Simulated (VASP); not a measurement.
Input:

```yaml
crystal:
  lattice:
    - [0.00000, 3.19159, 3.19159]
    - [3.19159, 0.00000, 3.19159]
    - [3.19159, 3.19159, 0.00000]
  atoms:
    - { symbol: Te, position: [0.50000, 0.50000, 0.50000] }
    - { symbol: Pb, position: [0.00000, 0.00000, 0.00000] }
```

All values below come from LDA (Ceperley-Alder, Perdew-Zunger), VASP's LDA PAW potentials (set 64) (plane waves; VASP). Settings: 400 eV cut-off, Gaussian smearing of 0.050 eV, potentials Te Pb_d.

Unless said otherwise, spin-orbit coupling is left out, though it shifts the bands of the heavy elements here.

**Question.** Estimate the band gap (along the path) with the smallest direct gap where there is one.

**Answer.** 
```yaml
band gap (along the path): 0.56 eV
smallest direct gap (along the path): 0.56 eV
```

The absolute energy has meaning only against runs of the same code, potentials and settings.

The compound is PbTe in the rock salt structure. It was relaxed first.
